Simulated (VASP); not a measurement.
Crystal: BeRu.

```
CELL_PARAMETERS angstrom
2.49937 0.00000 0.00000
-1.24969 2.16452 0.00000
0.00000 0.00000 3.79552
ATOMIC_POSITIONS crystal
Be 0.00000 0.00000 0.50000
Ru 0.66667 0.33333 0.00000
```

The cell was built by a generator and needn't be a form met in nature.

- Program: VASP 6.6.1
- Task: relaxation of cell and atoms
- Functional: PBE
- Potentials or basis: VASP PAW PBE potentials, release 64 (Be, Ru_pv)
- Cutoff: 600 eV
- k mesh: 12 × 12 × 7
- Occupations: methfessel-paxton, width 0.1 eV
- Spin: no spin polarisation

At the start: pressure 36.8 GPa; volume 10.27 Å³/atom.

**Question.** How do energy, volume and symmetry change on relaxing?

**Answer.** Over 23 steps the energy falls by 225.0 meV/atom and the volume is 11.37 Å³/atom (+10.7 %); space group P-6m2 (No. 187, to 0.05 Å).

The path:
```csv
step,energy change (eV),largest force (eV/Å),pressure (GPa),volume (Å³)
1,0.0000,0.0000,36.79,20.53
2,0.1431,0.0000,-28.65,28.24
3,-0.3754,0.0000,-5.02,23.65
4,-0.3763,0.0000,-3.93,23.52
5,-0.4389,0.0000,-1.68,23.04
6,-0.4496,0.0000,-0.22,22.79
7,-0.4501,0.0000,0.19,22.72
8,-0.4501,0.0000,0.30,22.70
9,-0.4500,0.0000,-0.32,22.78
10,-0.4501,0.0000,0.00,22.74
11,-0.4501,0.0000,-0.07,22.74
12,-0.4501,0.0000,0.13,22.72
13,-0.4501,0.0000,0.07,22.73
14,-0.4501,0.0000,0.06,22.73
15,-0.4501,0.0000,0.04,22.74
16,-0.4501,0.0000,-0.05,22.74
17,-0.4501,0.0000,0.08,22.74
18,-0.4501,0.0000,-0.01,22.73
19,-0.4501,0.0000,0.12,22.73
20,-0.4501,0.0000,0.08,22.73
21,-0.4501,0.0000,0.12,22.73
22,-0.4501,0.0000,0.09,22.73
23,-0.4501,0.0000,0.04,22.73
```

Final structure:
```xyz
2
Lattice="2.7056 0.0000 0.0000 -1.3528 2.3432 0.0000 0.0000 0.0000 3.5858" Properties=species:S:1:pos:R:3 pbc="T T T"
Be    0.0000    0.0000    1.7929
Ru    1.3528    0.7811    0.0000
```
